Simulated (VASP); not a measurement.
Energy against volume of Ir (fcc). Method: revPBE GGA, VASP's PBE PAW potentials (set 64) (plane waves; VASP). Run with 520 eV cut-off, 16×16×16 Γ-centred mesh, first-order Methfessel-Paxton smearing of 0.10 eV, potentials Ir.

```csv
V (Å³/atom),E (eV/atom)
14.194,-8.29418
14.633,-8.31021
15.072,-8.29831
15.511,-8.26322
```

Q: Fit these four points and predict the energy of the run at 13.755 Å³/atom.

A: A cubic in V^(−2/3), the third-order Birch-Murnaghan form, passes through the four points with V0 = 14.65 Å³/atom and B0 = 337 GPa, and gives -8.2446 eV/atom there. The run gave -8.2446 eV/atom, -0.0 meV/atom from the fit; all five points give B0 = 336 GPa.

The compound is Ir in the fcc structure. It was relaxed first.
